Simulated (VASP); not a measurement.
A convergence study with VASP on AgCl (rock salt): one setting is varied, all else stays as given below, so the limit is that of these other settings.

```yaml
crystal:
  lattice:
    - [0.00000, 2.77500, 2.77500]
    - [2.77500, 0.00000, 2.77500]
    - [2.77500, 2.77500, 0.00000]
  atoms:
    - { symbol: Ag, position: [0.00000, 0.00000, 0.00000] }
    - { symbol: Cl, position: [0.50000, 0.50000, 0.50000] }
```

These are PBE GGA, VASP's PBE PAW potentials (set 64) (plane waves; VASP 6.6.1) values and carry that method's errors. The tightest run used: 550 eV cut-off, 17×17×17 Γ-centred mesh, tetrahedra with Blöchl corrections, potentials Ag Cl.

Gaps are read on the run's mesh, which can miss a band edge.

The settings run are 3×3×3 mesh; 4×4×4 mesh; 5×5×5 mesh; 6×6×6 mesh; 7×7×7 mesh; 8×8×8 mesh; 9×9×9 mesh; 10×10×10 mesh; 11×11×11 mesh; 12×12×12 mesh; 13×13×13 mesh; 14×14×14 mesh; 15×15×15 mesh; 16×16×16 mesh; 17×17×17 mesh. From which on does the energy per atom stay within 0.005 eV/atom of the tightest run?

From 5×5×5 mesh on: it is off by 0.0011 there and by no more than 0.005 in any finer run, while 4×4×4 mesh is off by 0.0062.
| setting | E (eV/atom) | pressure (GPa) | gap on the mesh (eV) | irreducible k-points | difference judged (eV/atom) |
|---|---|---|---|---|---|
| 3×3×3 mesh | -2.6685 | 1.86 | 1.285 | 4 | 0.0291 |
| 4×4×4 mesh | -2.6914 | 1.54 | 0.906 | 8 | 0.0062 |
| 5×5×5 mesh | -2.6965 | 1.41 | 1.053 | 10 | 0.0011 |
| 6×6×6 mesh | -2.6973 | 1.39 | 0.909 | 16 | 0.0003 |
| 7×7×7 mesh | -2.6975 | 1.38 | 0.984 | 20 | 0.0001 |
| 8×8×8 mesh | -2.6975 | 1.38 | 0.910 | 29 | 0.0000 |
| 9×9×9 mesh | -2.6975 | 1.38 | 0.955 | 35 | 0.0000 |
| 10×10×10 mesh | -2.6975 | 1.38 | 0.910 | 47 | 0.0000 |
| 11×11×11 mesh | -2.6975 | 1.38 | 0.940 | 56 | 0.0000 |
| 12×12×12 mesh | -2.6975 | 1.38 | 0.910 | 72 | 0.0000 |
| 13×13×13 mesh | -2.6975 | 1.38 | 0.932 | 84 | 0.0000 |
| 14×14×14 mesh | -2.6975 | 1.38 | 0.910 | 104 | 0.0000 |
| 15×15×15 mesh | -2.6975 | 1.38 | 0.926 | 120 | 0.0000 |
| 16×16×16 mesh | -2.6975 | 1.38 | 0.910 | 145 | 0.0000 |
| 17×17×17 mesh | -2.6975 | 1.38 | 0.922 | 165 | 0.0000 |

Left out are rungs that failed or repeat a setting and relaxations that didn't move; long series are thinned to 24 rows.

The compound is AgCl in the rock salt structure. The cell was not relaxed at this level.
